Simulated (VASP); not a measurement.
Data:

```xyz
2
Lattice="0.0000 2.2350 2.2350 2.2350 0.0000 2.2350 2.2350 2.2350 0.0000" Properties=species:S:1:pos:R:3 pbc="T T T"
Nb     0.0000     0.0000     0.0000
C      2.2350     2.2350     2.2350
```

Method: PBE GGA, VASP's PBE PAW potentials (set 64) (plane waves; VASP). Run with 520 eV cut-off, 13×13×13 Γ-centred mesh, first-order Methfessel-Paxton smearing of 0.10 eV, potentials Nb_sv C.

Q: Estimate the energy per atom (σ→0), pressure, band gap (on the k-mesh) with the smallest direct gap where there is one.

A: 
```yaml
band gap (on the k-mesh): none (metal, semimetal or under 0.01 eV)
energy per atom (σ→0): -10.273 eV/atom
pressure: 2.51 GPa
```

Total energies compare only between runs with the same potentials, cut-off and functional.

The compound is NbC in the rock salt structure. The cell was not relaxed at this level. The electron count is odd and the run is not spin-polarised, which forces a metal.
